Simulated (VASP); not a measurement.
A VASP calculation is set up with these files.

**POSCAR**
```
PdTe
1.0
  3.3910645696   0.0000000000   0.0000000000
  0.0000000000   3.3910645696   0.0000000000
  0.0000000000   0.0000000000   3.3910645696
Pd Te
1 1
Cart
  0.0000000000   0.0000000000   0.0000000000
  1.6955322848   1.6955322848   1.6955322848
```

File KPOINTS:
```
Automatic mesh
0
Gamma
10 10 10
0 0 0
```

**INCAR**
```
SYSTEM = PdTe
PREC = Accurate; ENCUT = 400; LREAL = .FALSE.
LASPH = .TRUE.
EDIFF = 1E-6; NELM = 100; ALGO = Normal
LMAXMIX = 4
ISMEAR = 1; SIGMA = 0.1
GGA = PS
IBRION = 2; NSW = 60; ISIF = 3
EDIFFG = -0.01
LWAVE = .FALSE.; LCHARG = .FALSE.
```

POTCAR, in this order: Pd Te (PBE.64 set). Program: vasp_std.

Task: Translate this PBEsol calculation to Ansatz.

Result: One equivalent input (not run):
Ansatz 0.2 input:
```yaml
crystal:
  lattice:
    - [3.3910646, 0.0000000, 0.0000000]
    - [0.0000000, 3.3910646, 0.0000000]
    - [0.0000000, 0.0000000, 3.3910646]
  atoms:
    - { symbol: Pd, position: [0.0000000, 0.0000000, 0.0000000] }
    - { symbol: Te, position: [0.5000000, 0.5000000, 0.5000000] }
kpoints:
  mp_grid: { grid: [10, 10, 10] }
hamiltonian:
  xc: pbesol
  pseudopotentials: { kind: paw }
scf:
  occupations: { method: methfessel_paxton, width: 0.1 }
  max_iter: 100
relax:
  max_steps: 60
  f_tol: 0.01
  cell: {}
output: { forces: true, stress: true, eigenvalues: true }
```
Limits of the translation: each code has its own PAW files, so the cut-off isn't converted (ENCUT is set for VASP's; basis.ecutwfc is left out, and Ansatz then takes the one that its files recommend); Ansatz stops its SCF on the density residual and VASP on the energy change (EDIFF).

The structure was generated: PdTe was put into the CsCl type type (Pm-3m), which need not be its known phase. This run relaxes it. Symmetry was kept, so distortions that lower it aren't found. The start is the result of an earlier pass.
